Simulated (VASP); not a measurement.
Computed with PBEsol GGA, VASP's PBE PAW potentials (set 64) (plane waves; VASP 6.6.1).

The input files of a VASP run:

File KPOINTS:
```
Automatic mesh
0
Gamma
7 7 7
0 0 0
```

File POSCAR:
```
PbF2
1
    0.0000000000     2.9468787890     2.9468787890
    2.9468787890     0.0000000000     2.9468787890
    2.9468787890     2.9468787890     0.0000000000
Pb F
1 2
Direct
  0.0000000000   0.0000000000   0.0000000000
  0.2500000000   0.2500000000   0.2500000000
  0.7500000000   0.7500000000   0.7500000000
```

**INCAR**
```
SYSTEM = PbF2
PREC = Accurate; ENCUT = 520; LREAL = .FALSE.
LASPH = .TRUE.
EDIFF = 1E-6; NELM = 100; ALGO = Normal
LMAXMIX = 4
ISMEAR = 0; SIGMA = 0.05
GGA = PS
IBRION = 2; NSW = 60; ISIF = 3
EDIFFG = -0.01
LWAVE = .FALSE.; LCHARG = .FALSE.
```

POTCAR, in this order: Pb_d F (PBE.64 set). Program: vasp_std.

Output

**OSZICAR**
```
       N       E                     dE             d eps       ncg     rms          rms(c)
DAV:   1     0.304241328409E+03    0.30424E+03   -0.15169E+04   720   0.177E+03
DAV:   2     0.996873263140E+01   -0.29427E+03   -0.28409E+03   804   0.456E+02
DAV:   3    -0.158441417494E+02   -0.25813E+02   -0.25578E+02   848   0.152E+02
DAV:   4    -0.165185200561E+02   -0.67438E+00   -0.67344E+00   798   0.259E+01
DAV:   5    -0.165400333117E+02   -0.21513E-01   -0.21512E-01   798   0.465E+00    0.712E+00
DAV:   6    -0.149624285794E+02    0.15776E+01   -0.84559E+00   956   0.251E+01    0.262E+00
DAV:   7    -0.149455129872E+02    0.16916E-01   -0.36861E-01   726   0.432E+00    0.148E+00
DAV:   8    -0.149371488896E+02    0.83641E-02   -0.88084E-02   722   0.366E+00    0.455E-01
DAV:   9    -0.149351157918E+02    0.20331E-02   -0.16908E-02   816   0.101E+00    0.940E-02
DAV:  10    -0.149363896535E+02   -0.12739E-02   -0.16639E-03   720   0.414E-01    0.246E-02
DAV:  11    -0.149364001105E+02   -0.10457E-04   -0.90623E-05   766   0.105E-01    0.115E-02
DAV:  12    -0.149364174454E+02   -0.17335E-04   -0.49179E-05   768   0.712E-02    0.994E-03
DAV:  13    -0.149364160861E+02    0.13593E-05   -0.15230E-05   806   0.453E-02    0.191E-03
DAV:  14    -0.149364161494E+02   -0.63311E-07   -0.81186E-07   546   0.688E-03
   1 F= -.14936416E+02 E0= -.14936416E+02  d E =-.149364E+02
```

OUTCAR:
```
------------------------ aborting loop because EDIFF is reached ----------------------------------------
  FORCE on cell =-STRESS in cart. coord.  units (eV):
  Direction    XX          YY          ZZ          XY          YZ          ZX
  --------------------------------------------------------------------------------------
  Total       -0.0088702     -0.0088702     -0.0088702     -0.0000000      0.0000000     -0.0000000
  in kB       -0.2776677     -0.2776677     -0.2776677     -0.0000000      0.0000000     -0.0000000
  external PRESSURE =      -0.2776677 kB  Pullay stress =       0.0000000 kB
  volume of cell :       51.18
      direct lattice vectors                 reciprocal lattice vectors
     0.000000000  2.946878789  2.946878789    -0.169671044  0.169671044  0.169671044
     2.946878789  0.000000000  2.946878789     0.169671044 -0.169671044  0.169671044
     2.946878789  2.946878789  0.000000000     0.169671044  0.169671044 -0.169671044
 POSITION                                       TOTAL-FORCE (eV/Angst)
 -----------------------------------------------------------------------------------
      0.00000      0.00000      0.00000         0.000000      0.000000      0.000000
      1.47344      1.47344      1.47344         0.000000      0.000000      0.000000
      4.42032      4.42032      4.42032        -0.000000     -0.000000     -0.000000
 -----------------------------------------------------------------------------------
    total drift:                                0.000000     -0.000000      0.000000
  FREE ENERGIE OF THE ION-ELECTRON SYSTEM (eV)
  ---------------------------------------------------
  free  energy   TOTEN  =       -14.9364161494 eV

  energy  without entropy=      -14.9364161494  energy(sigma->0) =      -14.93641615

 reached required accuracy - stopping structural energy minimisation
```
(Selected blocks of OUTCAR.)

The compound is PbF2 in the fluorite structure, the β form. It was relaxed first. The start is the result of an earlier pass.
